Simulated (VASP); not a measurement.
Calculation: PBE GGA, VASP's PBE PAW potentials (set 64) (plane waves; VASP).

Input for VASP

POSCAR:
```
Al
1
    0.0000000000     1.8720562109     1.8720562109
    1.8720562109    -0.0000000000     1.8720562109
    1.8720562109     1.8720562109     0.0000000000
Al
1
Direct
  0.0000000000   0.0000000000   0.0000000000
```

File KPOINTS:
```
kpoints
0
gamma
17 17 17
```

### INCAR
```
! general
SYSTEM   =  Al
PREC     =  Accurate
ENCUT    =  500   ! plane-wave cut-off (eV)
LREAL    =  .FALSE.
LASPH    =  .TRUE.   ! aspherical one-centre terms

! electronic loop
EDIFF    =  1E-6
NELM     =  100
ALGO     =  Normal

! smearing
ISMEAR   =  1
SIGMA    =  0.1

! functional
GGA      =  PE

! ions
IBRION   =  2   ! conjugate gradients
NSW      =  40
ISIF     =  3
EDIFFG   =  -0.02
PSTRESS  =  300   ! kbar

! output
LWAVE    =  .FALSE.
LCHARG   =  .FALSE.
```

POTCAR, in this order: Al (PBE.64 set). Program: vasp_std.

Output

### OSZICAR
```
       N       E                     dE             d eps       ncg     rms          rms(c)
DAV:   1    -0.990783132171E+00   -0.99078E+00   -0.91669E+02  1745   0.324E+02
DAV:   2    -0.350739948270E+01   -0.25166E+01   -0.23549E+01  2225   0.344E+01
DAV:   3    -0.352443289386E+01   -0.17033E-01   -0.17016E-01  2120   0.336E+00
DAV:   4    -0.352448183354E+01   -0.48940E-04   -0.48938E-04  2120   0.177E-01
DAV:   5    -0.352448209382E+01   -0.26028E-06   -0.26045E-06  2200   0.111E-02    0.180E+00
DAV:   6    -0.350673953983E+01    0.17743E-01   -0.67657E-04  1860   0.206E-01    0.105E+00
DAV:   7    -0.349418929833E+01    0.12550E-01   -0.23425E-03  1785   0.351E-01    0.208E-01
DAV:   8    -0.349418303811E+01    0.62602E-05   -0.21039E-05  2255   0.519E-02    0.856E-02
DAV:   9    -0.349417936154E+01    0.36766E-05   -0.71992E-07  1875   0.832E-03    0.772E-04
DAV:  10    -0.349417940313E+01   -0.41593E-07   -0.87682E-09  1140   0.127E-03
   1 F= -.10372237E+01 E0= -.10371516E+01  d E =-.103722E+01
       N       E                     dE             d eps       ncg     rms          rms(c)
DAV:   1    -0.348559113236E+01    0.85882E-02   -0.47406E-04  2045   0.155E-01    0.215E-02
DAV:   2    -0.348558980429E+01    0.13281E-05   -0.25383E-06  1805   0.147E-02    0.753E-03
DAV:   3    -0.348558929631E+01    0.50798E-06   -0.18456E-07  1110   0.314E-03
   2 F= -.10372125E+01 E0= -.10371489E+01  d E =0.112492E-04
       N       E                     dE             d eps       ncg     rms          rms(c)
DAV:   1    -0.349046388340E+01   -0.48741E-02   -0.15177E-04  2025   0.868E-02    0.138E-02
DAV:   2    -0.349046278097E+01    0.11024E-05   -0.76010E-07  1595   0.817E-03    0.518E-03
DAV:   3    -0.349046184706E+01    0.93391E-06   -0.65218E-08   950   0.196E-03
   3 F= -.10372431E+01 E0= -.10371747E+01  d E =-.193599E-04
```

### OUTCAR
```
------------------------ aborting loop because EDIFF is reached ----------------------------------------
  FORCE on cell =-STRESS in cart. coord.  units (eV):
  Direction    XX          YY          ZZ          XY          YZ          ZX
  --------------------------------------------------------------------------------------
  Total        2.4534523      2.4534523      2.4534523      0.0000000      0.0000000     -0.0000000
  in kB      300.0285622    300.0285622    300.0285622      0.0000000      0.0000000     -0.0000000
  external PRESSURE =       0.0285622 kB  Pullay stress =     300.0000000 kB
  volume of cell :       13.10
      direct lattice vectors                 reciprocal lattice vectors
     0.000000000  1.871106626  1.871106626    -0.267221543  0.267221543  0.267221543
     1.871106626 -0.000000000  1.871106626     0.267221543 -0.267221543  0.267221543
     1.871106626  1.871106626 -0.000000000     0.267221543  0.267221543 -0.267221543
 POSITION                                       TOTAL-FORCE (eV/Angst)
 -----------------------------------------------------------------------------------
      0.00000      0.00000      0.00000         0.000000      0.000000      0.000000
 -----------------------------------------------------------------------------------
    total drift:                               -0.000000     -0.000000     -0.000000
  FREE ENERGIE OF THE ION-ELECTRON SYSTEM (eV)
  ---------------------------------------------------
  free  energy   TOTEN  =        -3.4904618471 eV

  energy  without entropy=       -3.4902566635  energy(sigma->0) =       -3.49039345
  enthalpy is  TOTEN    =        -1.0372430828 eV   P V=        2.4532187643

 reached required accuracy - stopping structural energy minimisation
```
(Selected blocks of OUTCAR.)

**CONTCAR**
```
Al
   1.00000000000000
     0.0000000000000000    1.8711066256696833    1.8711066256696833
     1.8711066256696833   -0.0000000000000000    1.8711066256696833
     1.8711066256696833    1.8711066256696833   -0.0000000000000000
  Al
     1
Direct
     0.0000000000000000    0.0000000000000000    0.0000000000000000
```

File OUTCAR:
```
 val. band max:       10.5969106028   @ k =  -0.2353   0.3529   0.1176

 cond. band min:      10.6629573310   @ k =   0.4706   0.4118   0.0000


 Fermi energy:        10.6365826100

 k-point     1 :       0.0000    0.0000    0.0000
  band No.  band energies     occupation
      1      -2.1949      2.00000
      2      24.6085      0.00000
      3      24.6085      0.00000
      4      24.6085      0.00000
      5      28.0290      0.00000

 k-point     2 :       0.0588    0.0000    0.0000
  band No.  band energies     occupation
      1      -2.0854      2.00000
      2      23.0121      0.00000
      3      24.4164      0.00000
      4      24.4164      0.00000
      5      28.1864      0.00000

 k-point     3 :       0.1176    0.0000    0.0000
  band No.  band energies     occupation
      1      -1.7576      2.00000
      2      20.4013      0.00000
      3      24.0106      0.00000
      4      24.0106      0.00000
      5      27.9334      0.00000

 k-point     4 :       0.1765    0.0000    0.0000
  band No.  band energies     occupation
      1      -1.2133      2.00000
      2      17.7399      0.00000
      3      23.6044      0.00000
      4      23.6044      0.00000
      5      27.5902      0.00000

 k-point     5 :       0.2353    0.0000    0.0000
  band No.  band energies     occupation
      1      -0.4558      2.00000
      2      15.1715      0.00000
      3      23.2913      0.00000
      4      23.2913      0.00000
      5      27.2945      0.00000

 k-point     6 :       0.2941    0.0000    0.0000
  band No.  band energies     occupation
      1       0.5103      2.00000
      2      12.7399      0.00000
      3      23.1039      0.00000
      4      23.1039      0.00000
      5      26.9800      0.00000

 k-point     7 :       0.3529    0.0000    0.0000
  band No.  band energies     occupation
      1       1.6790      2.00000
      2      10.4661      2.03667
      3      23.0475      0.00000
...
```

The compound is Al in the fcc structure. This run relaxes it under an external pressure of 30 GPa. Symmetry was kept, so distortions that lower it aren't found.
